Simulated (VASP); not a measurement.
## CdS (zinc blende): computed properties

These are r2SCAN meta-GGA, VASP's PBE PAW potentials (set 64) (plane waves; VASP) values and carry that method's errors.

```yaml
space_group: F-43m (216)
cell: a = 5.874 Å, b = 5.874 Å, c = 5.874 Å, α = 90.00°, β = 90.00°, γ = 90.00°
volume_per_atom: 25.33 Å^3/atom
band gap (over mesh and band path): 1.54 eV
smallest direct gap (over mesh and band path): 1.54 eV
band_edge_character: direct, Γ to Γ
density: 4.74 g/cm³
mean ε∞ (independent particles): 5.59
```

CdS is modelled in the cubic space group F-43m (No. 216), the zinc blende structure, Pearson symbol cF8. Lattice parameters: a = b = c = 5.874 Å, α = β = γ = 90.00°. Cd on 4a sees 4 S at 2.543 Å (tetrahedral). S on 4d sees 4 Cd at 2.543 Å (tetrahedral). (Neighbours: up to the widest gap in distance over summed covalent radii, below 1.35, at either atom; cation-cation and far metal-metal contacts left out.)
(The calculation used a cell of 2 atoms; values per cell refer to that cell.)

Measured: gap 2.48 eV at 4 K (computed value off by -0.94 eV), a 5.832 Å (computed value off by +0.7 %), as given by arXiv:1206.3780. The calculation is for a static lattice, while the measured a holds thermal and zero-point effects, which are part of the difference.

The compound is CdS in the zinc blende structure, a metastable form; wurtzite is the usual one. It was relaxed first. Symmetry was kept, so distortions that lower it aren't found.
